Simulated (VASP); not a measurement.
Given:

```xyz
3
Lattice="4.1957 0.0000 0.0000 -2.0978 3.6336 0.0000 0.0000 0.0000 7.1057" Properties=species:S:1:pos:R:3 pbc="T T T"
Mg     0.0000     0.0000     0.0000
I      0.0000     2.4224     1.6633
I      2.0978     1.2112     5.4424
```

Computed with HSE06 screened hybrid, VASP's PBE PAW potentials (set 64) (plane waves; VASP 6.6.1). Settings: 300 eV cut-off, 4×4×2 Γ-centred mesh, Gaussian smearing of 0.010 eV, potentials Mg I.

Q: Which forces act on the atoms, in eV/Å?

A: 
```csv
atom,Fx,Fy,Fz
Mg1,0.000,0.000,0.000
I2,0.000,0.000,-0.123
I3,0.000,0.000,0.123
```

Q: Give the stress tensor in GPa (positive for a compressed cell).

A: 
```
-0.31   0.00   0.00
 0.00  -0.31   0.00
 0.00   0.00  -0.20
```
The pressure is its mean diagonal, -0.27 GPa.

The structure comes from a computed database's MgI2 entry; how it stands against other phases isn't given here. The cell was not relaxed at this level. The k-mesh is coarse (spacing up to 0.44 per Å, 2π included), so the numbers may not be converged in it.
